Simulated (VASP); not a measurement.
Output of a VASP run:

File OSZICAR:
```
       N       E                     dE             d eps       ncg     rms          rms(c)
DAV:   1     0.108044642320E+03    0.10804E+03   -0.69416E+03   384   0.117E+03
DAV:   2     0.375494826438E+01   -0.10429E+03   -0.95801E+02   452   0.268E+02
DAV:   3    -0.275592175900E+01   -0.65109E+01   -0.64646E+01   488   0.619E+01
DAV:   4    -0.299784007532E+01   -0.24192E+00   -0.24169E+00   676   0.109E+01
DAV:   5    -0.299930508036E+01   -0.14650E-02   -0.14650E-02   484   0.896E-01    0.342E+00
DAV:   6    -0.281791967262E+01    0.18139E+00   -0.29581E-01   456   0.285E+00    0.250E+00
DAV:   7    -0.279898001370E+01    0.18940E-01   -0.12655E-01   472   0.210E+00    0.116E+00
DAV:   8    -0.280313165801E+01   -0.41516E-02   -0.12817E-02   548   0.103E+00    0.134E-01
DAV:   9    -0.280328157395E+01   -0.14992E-03   -0.45207E-04   488   0.143E-01    0.769E-02
DAV:  10    -0.280348606338E+01   -0.20449E-03   -0.21334E-04   440   0.132E-01    0.197E-02
DAV:  11    -0.280348646915E+01   -0.40577E-06   -0.74838E-06   580   0.169E-02
   1 F= -.28034865E+01 E0= -.28034865E+01  d E =-.280349E+01
       N       E                     dE             d eps       ncg     rms          rms(c)
DAV:   1    -0.280693847931E+01   -0.34524E-02   -0.70403E-02   468   0.262E+00    0.361E-01
DAV:   2    -0.280437362107E+01    0.25649E-02   -0.59992E-03   516   0.716E-01    0.138E-01
DAV:   3    -0.280374895526E+01    0.62467E-03   -0.19998E-03   676   0.368E-01    0.113E-01
DAV:   4    -0.280376873483E+01   -0.19780E-04   -0.50498E-05   696   0.475E-02    0.448E-02
DAV:   5    -0.280377747413E+01   -0.87393E-05   -0.61165E-05   716   0.459E-02    0.788E-03
DAV:   6    -0.280377695647E+01    0.51766E-06   -0.94753E-07   340   0.113E-02
   2 F= -.28037770E+01 E0= -.28037770E+01  d E =-.290487E-03
       N       E                     dE             d eps       ncg     rms          rms(c)
DAV:   1    -0.280685424925E+01   -0.30768E-02   -0.67829E-02   464   0.257E+00    0.352E-01
DAV:   2    -0.280440895787E+01    0.24453E-02   -0.57571E-03   496   0.703E-01    0.134E-01
DAV:   3    -0.280381680523E+01    0.59215E-03   -0.18774E-03   648   0.360E-01    0.110E-01
DAV:   4    -0.280383700699E+01   -0.20202E-04   -0.74017E-05   708   0.491E-02    0.428E-02
DAV:   5    -0.280384633523E+01   -0.93282E-05   -0.53877E-05   716   0.434E-02    0.776E-03
DAV:   6    -0.280384582280E+01    0.51243E-06   -0.85819E-07   328   0.108E-02
   3 F= -.28038458E+01 E0= -.28038458E+01  d E =-.359354E-03
```

### OUTCAR
```
------------------------ aborting loop because EDIFF is reached ----------------------------------------
  FORCE on cell =-STRESS in cart. coord.  units (eV):
  Direction    XX          YY          ZZ          XY          YZ          ZX
  --------------------------------------------------------------------------------------
  Total        0.0097783      0.0097783      0.0097783     -0.0000000     -0.0000000      0.0000000
  in kB        0.2204047      0.2204047      0.2204047     -0.0000000     -0.0000000      0.0000000
  external PRESSURE =       0.2204047 kB  Pullay stress =       0.0000000 kB
  volume of cell :       71.08
      direct lattice vectors                 reciprocal lattice vectors
     0.000000000  3.287815916  3.287815916    -0.152076641  0.152076641  0.152076641
     3.287815916 -0.000000000  3.287815916     0.152076641 -0.152076641  0.152076641
     3.287815916  3.287815916  0.000000000     0.152076641  0.152076641 -0.152076641
  FREE ENERGIE OF THE ION-ELECTRON SYSTEM (eV)
  ---------------------------------------------------
  free  energy   TOTEN  =        -2.8038458228 eV

  energy  without entropy=       -2.8038458228  energy(sigma->0) =       -2.80384582

 reached required accuracy - stopping structural energy minimisation
```
(Selected blocks of OUTCAR.)

POSCAR:
```
KBr
1
    0.0000000000     3.3000000000     3.3000000000
    3.3000000000     0.0000000000     3.3000000000
    3.3000000000     3.3000000000     0.0000000000
K Br
1 1
Direct
  0.0000000000   0.0000000000   0.0000000000
  0.5000000000   0.5000000000   0.5000000000
```

Task: Write an INCAR and KPOINTS that could have produced this output.

Result: Several could match; the one computed here: the input of the run itself, rev-vdW-DF2, plane waves, VASP's PBE PAW potentials (set 64).

INCAR:
```
AGGAC = 0.0
ALGO = Normal
EDIFF = 1E-6
EDIFFG = -0.01
ENCUT = 520
GGA = MK
IBRION = 2
ISIF = 3
ISMEAR = 0
LASPH = .True.
LCHARG = .False.
LMAXMIX = 4
LREAL = .False.
LUSE_VDW = .True.
LWAVE = .False.
NELM = 100
NSW = 60
PARAM1 = 0.1234568
PARAM2 = 0.7114
PREC = Accurate
SIGMA = 0.05
SYSTEM = KBr
ZAB_VDW = -1.8867
```

File KPOINTS:
```
Automatic mesh
0
Gamma
6 6 6
0 0 0
```

POTCAR, in this order: K_sv Br (PBE.64 set). Program: vasp_std.

The compound is KBr in the rock salt structure. This run relaxes it. Symmetry was kept, so distortions that lower it aren't found.
